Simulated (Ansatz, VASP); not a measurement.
# Cross-check of Mo between VASP and Ansatz

Aim: how closely do two programs agree when they are given the same cell, functional and k mesh?

Method: plane waves, with VASP 6.6.1 beside it; relaxation of cell and atoms at r2SCAN, in Ansatz 0.2.0.

## (1) Set-up

It takes space group Im-3m (No. 229, cubic). The conventional cell has a = 3.147 Å, b = 3.147 Å, c = 3.147 Å, α = 90.00°, β = 90.00°, γ = 90.00°. Nearest to Mo lie 8 Mo at 2.73 Å.

Coordinates:

```
Mo
1.0
    -1.57342    1.57342    1.57342
     1.57342   -1.57342    1.57342
     1.57342    1.57342   -1.57342
Mo
1
Direct
  0.00000 0.00000 0.00000
```

## (2) VASP: relaxation of cell and atoms, r2SCAN

The relaxed volume is the usual yardstick between codes: its relative difference is about their pressure difference at one cell divided by the bulk modulus.

Lines of VASP's logs that name or quote its potential files are left out, and so is its time.

Input file INCAR:

```
SYSTEM = Mo
PREC = Accurate
ENCUT = 520
EDIFF = 1E-06
NELM = 100
ISMEAR = -1
SIGMA = 0.05
LREAL = .FALSE.
ALGO = Normal
METAGGA = R2SCAN
LASPH = .TRUE.
NBANDS = 13
LORBIT = 11
LWAVE = .FALSE.
LCHARG = .FALSE.
KPAR = 2
IBRION = 2
NSW = 60
ISIF = 3
EDIFFG = -0.01
```

Input file POSCAR:

```
Mo
1.0
   -1.5734150000      1.5734150000      1.5734150000
    1.5734150000     -1.5734150000      1.5734150000
    1.5734150000      1.5734150000     -1.5734150000
Mo
1
Direct
    0.0000000000      0.0000000000      0.0000000000
```

Input file KPOINTS:

```
Automatic mesh
0
Gamma
10 10 10
0 0 0
```

The projector-augmented-wave data sets are Mo_sv (PBE family, release 64).

Run with:

```sh
$ mpirun -np 2 vasp_std
```

Numbers of over 12 decimals in the logs are rounded to 6 here.

What it wrote:

```text
[banner, memory and clock lines left out]
running    2 mpi-ranks, on    1 nodes
 distrk:  each k-point on    1 cores,    2 groups
 distr:  one band on    1 cores,    1 groups

 POSCAR found type information on POSCAR Mo
 POSCAR found :  1 types and       1 ions
|                                                                             |
|               ----> ADVICE to this user running VASP <----                  |
|                                                                             |
|     You enforced a specific xc type in the INCAR file but a different       |
|     [... a line on the potential file left out ...]
|     I HOPE YOU KNOW WHAT YOU ARE DOING!                                     |
|                                                                             |

 LDA part: xc-table for (None), standard interpolation
 POSCAR, INCAR and KPOINTS ok, starting setup
 FFT: planning ... GRIDC
 FFT: planning ... GRID_SOFT
 FFT: planning ... GRID
 WAVECAR not read
 entering main loop
       N       E                     dE             d eps       ncg     rms          rms(c)
DAV:   1     0.757247350102E+02    0.75725E+02   -0.82858E+03  1222   0.113E+03
DAV:   2    -0.311884975288E+02   -0.10691E+03   -0.10273E+03  1422   0.321E+02
DAV:   3    -0.323891802517E+02   -0.12007E+01   -0.11983E+01  1377   0.344E+01
DAV:   4    -0.323919810561E+02   -0.28008E-02   -0.28008E-02  1372   0.202E+00
DAV:   5    -0.323920002775E+02   -0.19221E-04   -0.19222E-04  1357   0.149E-01    0.182E+01
DAV:   6    -0.260439301834E+02    0.63481E+01   -0.26784E+00  1262   0.207E+01    0.226E+00
DAV:   7    -0.260487021394E+02   -0.47720E-02   -0.62235E-02  1367   0.284E+00    0.114E+00
DAV:   8    -0.260596370389E+02   -0.10935E-01   -0.26357E-02  1252   0.179E+00    0.602E-01
DAV:   9    -0.260597349597E+02   -0.97921E-04   -0.29898E-03  1257   0.668E-01    0.589E-02
DAV:  10    -0.260598798671E+02   -0.14491E-03   -0.24993E-04  1357   0.185E-01    0.547E-02
DAV:  11    -0.260598524941E+02    0.27373E-04   -0.29976E-05  1242   0.653E-02    0.813E-03
DAV:  12    -0.260598525268E+02   -0.32660E-07   -0.19756E-07   791   0.528E-03
   1 F= -.26059853E+02 E0= -.26055215E+02  d E =-.260599E+02
 curvature:   0.00 expect dE= 0.000E+00 dE for cont linesearch  0.000E+00
 trial: gam= 0.00000 g(F)=  0.352E-63 g(S)=  0.458E-02 ort = 0.000E+00 (trialstep = 0.100E+01)
 search vector abs. value=  0.458E-02
 bond charge predicted
       N       E                     dE             d eps       ncg     rms          rms(c)
DAV:   1    -0.261661538080E+02   -0.10630E+00   -0.24069E+00  1237   0.210E+01    0.323E+00
DAV:   2    -0.260621823964E+02    0.10397E+00   -0.15674E-01  1222   0.502E+00    0.667E-01
DAV:   3    -0.260550815839E+02    0.71008E-02   -0.24640E-02  1272   0.194E+00    0.432E-01
DAV:   4    -0.260560327579E+02   -0.95117E-03   -0.52604E-04  1257   0.247E-01    0.733E-02
DAV:   5    -0.260560138401E+02    0.18918E-04   -0.61256E-05  1337   0.997E-02    0.113E-02
DAV:   6    -0.260560171807E+02   -0.33407E-05   -0.19844E-06  1114   0.146E-02    0.716E-04
DAV:   7    -0.260560172444E+02   -0.63633E-07   -0.33160E-08   611   0.204E-03
   2 F= -.26056017E+02 E0= -.26051137E+02  d E =0.383528E-02
 trial-energy change:    0.003835  1 .order    0.003777   -0.004581    0.012136
 step:   0.2699(harm=  0.2741)  dis= 0.00000  next Energy=   -26.060470 (dE=-0.617E-03)
 bond charge predicted
       N       E                     dE             d eps       ncg     rms          rms(c)
DAV:   1    -0.261194848749E+02   -0.63468E-01   -0.12623E+00  1237   0.151E+01    0.264E+00
DAV:   2    -0.260636034133E+02    0.55881E-01   -0.78673E-02  1222   0.366E+00    0.453E-01
DAV:   3    -0.260598855944E+02    0.37178E-02   -0.11944E-02  1272   0.135E+00    0.383E-01
DAV:   4    -0.260604497428E+02   -0.56415E-03   -0.22943E-04  1312   0.171E-01    0.346E-02
DAV:   5    -0.260604655882E+02   -0.15845E-04   -0.11954E-05  1342   0.421E-02    0.943E-03
DAV:   6    -0.260604637861E+02    0.18021E-05   -0.95402E-07   942   0.108E-02    0.154E-03
DAV:   7    -0.260604640378E+02   -0.25170E-06   -0.38106E-08   611   0.246E-03
   3 F= -.26060464E+02 E0= -.26055726E+02  d E =-.611511E-03
 curvature:  -0.14 expect dE=-0.383E-10 dE for cont linesearch -0.383E-10
 trial: gam= 0.00000 g(F)=  0.235E-62 g(S)=  0.280E-09 ort =-0.113E-05 (trialstep = 0.854E+00)
 search vector abs. value=  0.380E-09
 reached required accuracy - stopping structural energy minimisation
```

OUTCAR, selected parts (step 2):

```text
ion  position               nearest neighbor table
   1  0.000  0.000  0.000-

  LATTYP: Found a body centered cubic cell.
 ALAT       =     3.1468300000

 Subroutine GETGRP returns: Found 48 space group operations
 (whereof 48 operations were pure point group operations)

The static configuration has the point symmetry O_h .

 Found     47 irreducible k-points:

   k-points           NKPTS =     47   k-points in BZ     NKDIM =     47   number of bands    NBANDS=     13

   dimension x,y,z NGX =    20 NGY =   20 NGZ =   20
   dimension x,y,z NGXF=    40 NGYF=   40 NGZF=   40

   ENCUT  =  520.0 eV  38.22 Ry    6.18 a.u.   5.07  5.07  5.07*2*pi/ulx,y,z

   NELECT =      14.0000    total number of electrons

 k-points in reciprocal lattice and weights: Automatic mesh
   0.00000000  0.00000000  0.00000000       0.001
   0.10000000  0.00000000  0.00000000       0.012
   0.20000000  0.00000000  0.00000000       0.012
   0.30000000  0.00000000  0.00000000       0.012
   0.40000000  0.00000000  0.00000000       0.012
   0.50000000  0.00000000  0.00000000       0.006
   0.10000000  0.10000000  0.00000000       0.024
   0.20000000  0.10000000  0.00000000       0.048
   0.30000000  0.10000000  0.00000000       0.048
[...]
0.50000000  0.50000000  0.40000000       0.012
   0.50000000  0.50000000  0.50000000       0.001

 average (electrostatic) potential at core
       1 -74.4111

 E-fermi :  12.6183

 k-point     1 :       0.0000    0.0000    0.0000
  band No.  band energies     occupation
    ...
      4     -23.1947      2.00000
      5       4.8413      2.00000
      6      11.0850      2.00000
      7      11.0850      2.00000
      8      11.0850      2.00000
      9      14.4040      0.00000
     10      14.4040      0.00000
     11      27.9832      0.00000
     12      27.9832      0.00000
     13      27.9832      0.00000

 k-point     2 :       0.1000    0.0000    0.0000
  band No.  band energies     occupation
    ...
      4     -23.1958      2.00000
      5       5.2948      2.00000
      6      10.8303      2.00000
      7      11.0285      2.00000
      8      11.5143      2.00000
      9      14.0624      0.00000
     10      14.4106      0.00000
     11      28.2917      0.00000
     12      28.7528      0.00000
     13      28.7982      0.00000

 k-point     3 :       0.2000    0.0000    0.0000
  band No.  band energies     occupation
    ...
      3     -23.3617      2.00000
      4     -23.1988      2.00000
      5       6.4036      2.00000
      6      10.2257      2.00000
      7      10.8181      2.00000
      8      12.7415      0.15676
      9      13.7377      0.00000
     10      14.4789      0.00000
     11      28.4435      0.00000
     12      29.7540      0.00000
    ...

  Total       -0.0000440     -0.0000440     -0.0000440      0.0000000      0.0000000     -0.0000000
  in kB       -0.0044901     -0.0044901     -0.0044901      0.0000000      0.0000000     -0.0000000
  external PRESSURE =      -0.0044901 kB  Pullay stress =       0.0000000 kB

  energy-cutoff  :      520.00
  volume of cell :       15.69
      direct lattice vectors                 reciprocal lattice vectors
    -1.577060507  1.577060507  1.577060507     0.000000000  0.317045540  0.317045540
     1.577060507 -1.577060507  1.577060507     0.317045540  0.000000000  0.317045540
     1.577060507  1.577060507 -1.577060507     0.317045540  0.317045540  0.000000000

 POSITION                                       TOTAL-FORCE (eV/Angst)
 -----------------------------------------------------------------------------------
      0.00000     -0.00000      0.00000        -0.000000      0.000000      0.000000
 -----------------------------------------------------------------------------------
    total drift:                                0.000000     -0.000000      0.000000

  FREE ENERGIE OF THE ION-ELECTRON SYSTEM (eV)
  ---------------------------------------------------
  free  energy   TOTEN  =       -26.0604640378 eV

  energy  without entropy=      -26.0509883166  energy(sigma->0) =      -26.05572618

 reached required accuracy - stopping structural energy minimisation

 total charge
# of ion       s       p       d       tot
------------------------------------------
    1        2.374   6.208   3.883  12.465

[... 3 further parts left out ...]
```

CONTCAR:

```
Mo
   1.00000000000000
    -1.5770605072168578    1.5770605072168578    1.5770605072168578
     1.5770605072168578   -1.5770605072168578    1.5770605072168578
     1.5770605072168578    1.5770605072168578   -1.5770605072168578
  Mo
     1
Direct
     0.0000000000000000    0.0000000000000000    0.0000000000000000
```

The run keeps the 48 symmetry operations of its start, so it cannot find a distortion of lower symmetry.

## (3) Ansatz: relaxation of cell and atoms, r2SCAN

Ansatz runs on its default PAW (the set named soft_2) files.

The same cell, functional, mesh and smearing now go to Ansatz, which takes its cutoff from its data sets.

Input file input.yaml:

```yaml
crystal:
  lattice:
    - [-1.573415, 1.573415, 1.573415]
    - [1.573415, -1.573415, 1.573415]
    - [1.573415, 1.573415, -1.573415]
  atoms:
    - { symbol: Mo, position: [0.0, 0.0, 0.0] }
hamiltonian:
  xc: r2scan
  pseudopotentials: { kind: paw }
kpoints:
  mp_grid: { grid: [10, 10, 10] }
scf:
  occupations: { method: fermi_dirac, width: 0.05 }
relax:
  f_tol: 0.01
  max_steps: 60
  cell: { stress_tol: 0.05 }
output:
  forces: true
  stress: true
```

Run with:

```sh
$ ansatz run input.yaml --threads 4 --pin off --max-ram 9216MiB --backend cpu --events-out ev --progress --plain --runs-dir out
```

What it wrote:

```text
Engine: ansatz 0.2.0, x86_64-unknown-linux-gnu
Pseudopotentials: kind: paw
Pseudopotential: Mo, paw, valence charge 14, recommended cutoff 500 eV (meta_gga), Mo.paw.azcp
Functional definition: r2SCAN
  parameter k0 = 0.174
  parameter k1 = 0.065
  parameter a1 = 4.9479
  exchange = r2scan_x(k0 = k0, k1 = k1, a1 = a1)
  correlation = r2scan_c
Crystal: 1 atoms, lattice volume = 15.581 Å³
Basis set: ecut = 500 eV, 381 PW (Γ), exchange–correlation on 80×80×80 points (64 copies of the dense FFT grid, shifted against one another)
Bands: 11, of which v1, the nominal top of the filled ones, is band 7 counted from 1 (6 counted from 0)
Symmetry: 48 space group operations
Space group: Im-3m (ITA 229), of the structure as read, at distance tolerance 2.5e-5 Å
k-points: 47 of 1000
Non-local potential: Mo, projectors of the file, l = 0: 3, l = 1: 2, l = 2: 2, l = 3: 1
PAW form: soft (Blöchl's): semilocal exchange-correlation on the pseudo side does not see the compensation charge
PAW frozen core: Mo, regenerated for the run's functional (the file was generated under x = pbe(κ = 0.804, μ = 0.219515), c = pbe(β = 0.066725))
PAW one-centre angular grid: Mo, 590 points (default); XC on 160 Gauss nodes
Initial density: superposition of atomic densities (neutral atoms: chi_scale 0, normalization atom), corrected by the library's trained network
Initial wavefunctions: pseudopotential atomic-orbital guess
Functional: x = r2scan, c = r2scan; τ floored in thin density (d = 2e-4 eV/Å³)
SCF iter   1: F=—  HF=-4967.578652 eV  |F-HF|=—  |Δ(HF+E_count)|=         —  Δρ=8.90e-3  dr2=8.80e-3  dr2_τ=1.93e-2  ethr=1.77e-3  ⟨swp⟩=5.3  Hψ=3179  notcnv=0
preconditioner: auto → none  [metal: Δε(μ)=0.029 eV  Ē_g=8.819 eV  σ=0.050 eV  W_gap=0.14  n_scr=0 (ndim 8)  ℏωp=23.0 eV  f_vac=0.000  D(μ)=1.26/eV (n_scr^D=12)]
SCF iter   2: F=—  HF=-4967.578887 eV  |F-HF|=—  |Δ(HF+E_count)|=   2.35e-4  Δρ=3.09e-3  dr2=2.57e-4  dr2_τ=3.54e-4  ethr=6.29e-5  ⟨swp⟩=2.9  Hψ=1368  notcnv=0  defer=4
SCF iter   3: F=—  HF=-4967.579100 eV  |F-HF|=—  |Δ(HF+E_count)|=   2.13e-4  Δρ=1.42e-3  dr2=5.61e-5  dr2_τ=1.31e-5  ethr=1.83e-6  ⟨swp⟩=1.2  Hψ=567  notcnv=0  defer=4
SCF iter   4: F=—  HF=-4967.579158 eV  |F-HF|=—  |Δ(HF+E_count)|=   5.80e-5  Δρ=6.11e-5  dr2=2.21e-7  dr2_τ=3.94e-8  ethr=4.01e-7  ⟨swp⟩=2.9  Hψ=846  notcnv=0  defer=4
iter 5 did not close the SCF: its close was put off for the readings that it lacked (scf_convergence_deferred on its scf_iter line)
SCF iter   5: F=-4967.579158 eV  HF=-4967.579158 eV  |F-HF|=8.05e-9  |Δ(HF+E_count)|=   6.90e-8  Δρ=1.34e-5  dr2=1.92e-8  dr2_τ=4.37e-9  ethr=1.58e-9  ⟨swp⟩=2.0  Hψ=810  notcnv=0  defer=4
SCF iter   6: F=-4967.579158 eV  HF=-4967.579158 eV  |F-HF|=2.36e-10  |Δ(HF+E_count)|=   1.50e-9  Δρ=2.72e-6  dr2=6.81e-10  dr2_τ=3.93e-11  ethr=1.37e-10  ⟨swp⟩=2.0  Hψ=1792  notcnv=0
SCF 1 converged in 6 iterations: F = -4967.579158 eV  dr2 = 6.81e-10
  greatest PAW one-centre occupation: 0.997 electrons in one spin orbital (limit 2), on the Mo atom at site 0 (counted from 0), in its partial waves of l = 0
relax step   1: F+E_penalty+E_count = -4967.57915794 eV  Δ(F+E_penalty+E_count) = +0.000e0 eV  max|allowed force component| = 0.000e0 eV/Å  Δτ_max = 0.0000 Å  P = +0.707 GPa  Ω = 15.581 Å³  (6 SCF iters, dr2 threshold 1.00e-7 eV, accepted)
[...]
relax step   2: F+E_penalty+E_count = -4967.57886475 eV  Δ(F+E_penalty+E_count) = +2.932e-4 eV  max|allowed force component| = 0.000e0 eV/Å  Δτ_max = 0.0000 Å  P = -1.310 GPa  Ω = 15.702 Å³  energy of the carried Pulay correction = -5.932e-5 eV  (4 SCF iters, dr2 threshold 1.00e-7 eV, rejected (line search))
[...]
relax step   3: F+E_penalty+E_count = -4967.57922958 eV  Δ(F+E_penalty+E_count) = -7.164e-5 eV  max|allowed force component| = 0.000e0 eV/Å  Δτ_max = 0.0000 Å  P = -0.006 GPa  Ω = 15.623 Å³  energy of the carried Pulay correction = -2.075e-5 eV  (7 SCF iters, accepted)
[...]
relax step   4: F+E_penalty+E_count = -4967.57924535 eV  Δ(F+E_penalty+E_count) = -1.577e-5 eV  max|allowed force component| = 0.000e0 eV/Å  Δτ_max = 0.0000 Å  P = -0.006 GPa  Ω = 15.623 Å³  stress off target by 5.59e-3 GPa  SCF on the basis re-selected at this cell (its energy is not comparable with the rows above)  (4 SCF iters)
basis re-selected at this cell: Δ(F+E_penalty+E_count) = -1.577e-5 eV, ΔP = +0.001 GPa vs the last step (what re-selecting the basis moved, of the pressure what is left beyond the Pulay correction that the steps carried, after the strain that the cell walked since its last selection, with what the two solves' SCF thresholds leave and, on support functions, any second-order correction that the steps lacked; it is no measure of the basis error at this ecutwfc). This SCF's stress stands 5.59e-3 GPa from its target on what of the cell is left free (relax.cell.stress_tol is 5.00e-2 GPa) and its largest allowed force component is 0.00e0 eV/Å (relax.f_tol is 1.00e-2 eV/Å): [rest of the remark cut]
SCF converged after 4 iterations
Free energy (F): -4967.579245 eV
Harris-Foulkes:  -4967.579245 eV  (|F-HF|=1.82e-12)
Internal energy: -4967.569856 eV  (E = F + TS)
E sigma→0 (E₀):  -4967.574551 eV
Entropy (-TS):   -0.009389 eV (-9.389 meV/atom)
Fermi energy:    21.195402 eV
--- Per-component energies (eV) ---
  E_band       = -67.166257
  E_kinetic    = 440.055179
  E_local      = -781.206095  (includes V_loc(G=0)·N_el)
  E_nonlocal   = 142.284571
  E_hartree    = 257.789553
  E_xc         = -178.575146
  E_vxc        = -256.395734  (∫ρ·V_xc dr)
  E_paw        = -3217.192938  (= ΣΔE_a)
  E_vpaw       = -144.484118  (= ΣTr[D̂ρ^β])
  E_aug_tail   = 0.000003  (compensation charges beyond the density's cutoff)
  E_vtau       = 17.000791  (kinetic-family band-sum trace: ∫τ·v_τ [+ j·A + Jᵃ·Aᵃ] dr)
  E_ewald      = -1630.503780
  E_core_change = -0.221204  (= ΣΔE_core)
  E_smearing   = -0.009389  (= −TS)
  E_closure    = 0.000000  (closes the sum)
  Σ components = -4967.579245   (vs F -4967.579245, Δ=0.00e0)
--- Forces (eV/Å), atoms counted from 1 ---
  atom   1  Mo     0.00000000    -0.00000000    -0.00000000
  max |Σ_I F_I| component: 4.01e-32 eV/Å
--- Stress (GPa, compression-positive) ---
       -0.005591      -0.000000       0.000000
       -0.000000      -0.005591      -0.000000
       -0.000000       0.000000      -0.005591
  P = ⅓ Tr σ = -0.0056 GPa (-0.056 kbar)
--- Relaxed structure (3 steps of the walk, 2 accepted, 1 SCFs on fresh bases) ---
  F+E_penalty+E_count = -4967.57924535 eV   max|allowed force component| = 0.000e0 eV/Å   (the final SCF, on the basis selected at the relaxed cell)
  cell:  # Å, volume = 15.6231 Å³
    - [-1.574838, 1.574838, 1.574838]
    - [1.574838, -1.574838, 1.574838]
    - [1.574838, 1.574838, -1.574838]
  atoms:
    - { symbol: Mo, position: [0.0, 0.0, 0.0] }
```

It took 1.5 s on 4 threads of Intel Xeon 6975P-C (Granite Rapids), shared host; peak memory 0.32 GiB; 3.7 s of CPU time.

## (4) Differences

Known differences besides the potentials themselves: VASP keeps PBE cores, Ansatz makes them for the functional; both relaxations stop at a tolerance, which leaves soft axes loose, and VASP keeps its plane-wave basis; the cutoff is 500 eV in Ansatz and 520 eV in VASP; Ansatz adds a Pulay correction to the stress that steers its cell, VASP none. Total energies have different zeros and are not compared.

Both answers:

| quantity | Ansatz | VASP | difference |
| --- | --- | --- | --- |
| volume (Å³) | 15.62 | 15.69 | -0.42 % |
| edge a after relaxation, in the typed setting (Å) | 2.728 | 2.732 | -0.14 % |

The walks stopped with -0.01 GPa left in Ansatz and 0.00 GPa in VASP; each walk ends within a tolerance, so the volume difference is uncertain by about these residues over the bulk modulus, most in soft cells.

## (5) What came out

| Property | Result |
| --- | --- |
| difference in volume (relaxation of cell and atoms, r2SCAN) | -0.42 % |

**Reading.** The difference in volume is -0.42 % (relaxation of cell and atoms, r2SCAN), within the 1.2 % picked in this series as the mark of a large difference, as far as the stopping tolerances let one tell. How closely two codes agree says nothing of how well the functional describes the real material.

[Lines on the potential files, build, host, timing and source positions are cut from VASP's logs without a mark.]

[Logs are printed without paths, hosts, clocks, repeated set-up lines and the standing remarks that a program may print on its own settings, such as how far it seeks lower states.]

[Hosts, paths, dates, database ids (printed as entryN), source tags and the programs' standing remarks are cut or masked in the printed files.]
